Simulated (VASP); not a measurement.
CdPtC6N6, 14 atoms in the cell. The cell holds a amorphous, 14 atoms: a = 7.452 Å, b = 6.385 Å, c = 7.806 Å, α = 89.17°, β = 110.78°, γ = 102.86°. The cell was built by a generator and needn't be a form met in nature.

| Quantity | Value |
| --- | --- |
| Program | VASP 6.6.1 |
| Task | single point |
| Functional | PBE |
| Dispersion | D4 |
| Potentials or basis | VASP PAW PBE potentials, release 64 (Cd, Pt, C, N) |
| Cutoff | 520 eV |
| k mesh | 2 × 3 × 2 |
| Occupations | fermi-dirac, width 0.005 eV |
| Spin | no spin polarisation |
| Dipole correction | no |
| Further INCAR settings | ALGO = Fast; EDIFF = 1e-07; NBANDS = 51 |

Potentials or basis: VASP PAW PBE potentials, release 64 (Cd, Pt, C, N).

The run is started by

```sh
$ cat potpaw_PBE.64/Cd/POTCAR potpaw_PBE.64/Pt/POTCAR potpaw_PBE.64/C/POTCAR potpaw_PBE.64/N/POTCAR > POTCAR
$ mpirun -np 1 vasp_std > vasp.out
```

Hardware: 1 thread of Intel(R) Xeon(R) Platinum 8375C CPU @ 2.90GHz (Ice Lake) (shared host).

Q: Estimate the wall time of this run.

A: Run time: 11 min on 1 thread of Intel(R) Xeon(R) Platinum 8375C CPU @ 2.90GHz (Ice Lake), on a shared host, peak memory 0.49 GiB. Counts: scf iterations 30, k points 8.
